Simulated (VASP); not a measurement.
Runs of VASP 6.6.1 on Bi. It takes space group R-3m (No. 166, trigonal). Conventional cell: a = 4.535 Å, b = 4.535 Å, c = 11.814 Å, α = 90.00°, β = 90.00°, γ = 120.00°. Bi (site symmetry 3m) is surrounded by 6 Bi at 3.06 to 3.52 Å. 

```tsv
task	level	potentials or basis	cell	k mesh	cutoff (eV)	gap on the mesh (eV)	pressure (GPa)	relaxed volume (Å³/atom)
relaxation of cell and atoms	PBEsol	VASP PAW PBE potentials, release 64 (Bi_d)	relaxed	12 × 12 × 12	600	none	0.0	34.40
relaxation of cell and atoms	PBEsol	VASP PAW PBE potentials, release 64 (Bi_d)	relaxed	6 × 6 × 6	600	none	0.0	(b)
relaxation of cell and atoms	PBEsol	VASP PAW PBE potentials, release 64 (Bi_d)	relaxed	12 × 12 × 12	300	none	0.0	33.92
relaxation of cell and atoms	RPBE	VASP PAW PBE potentials, release 64 (Bi_d)	relaxed	12 × 12 × 12	600	none	0.0	38.94
relaxation of cell and atoms	PBEsol	VASP PAW PBE potentials, release 64 (Bi)	relaxed	12 × 12 × 12	580	none	0.0	(a)
relaxation of cell and atoms	PBEsol	VASP PAW PBE potentials, release 64 (Bi_d)	relaxed	12 × 12 × 12	480	none	0.0	34.36
single point	PBEsol	VASP PAW PBE potentials, release 64 (Bi_d)	as given	12 × 12 × 12	520	none	-0.3	-
relaxation of cell and atoms	LDA	VASP PAW LDA potentials, release 64 (Bi_d)	relaxed	12 × 12 × 12	600	none	0.0	(c)
```

Alike in all rows: no spin polarisation; smearing gaussian 0.1 eV.

Question: Fill in the values left out.

Answer: (a) 34.43; (b) 34.71; (c) 33.58.

Caveats: spin-orbit coupling is left out, which moves the levels of the heavy elements; the PAW data sets were made with another functional, which shifts forces and pressure a little (some runs); the cutoff is under 1.25 times the usual one of these potentials, so pressure, stress and relaxed cells hold a basis-set (Pulay) error (some runs); the volume moved by +11 % from the deposited cell, more than functionals usually miss (some runs).

A k mesh can miss the band edges, and the runs leave out spin-orbit coupling on Bi.

A gap of «none» marks a metal or a gap under the smearing width.

The runs don't all hold the same shells in valence.

Runs at the PBE level aren't shown here.
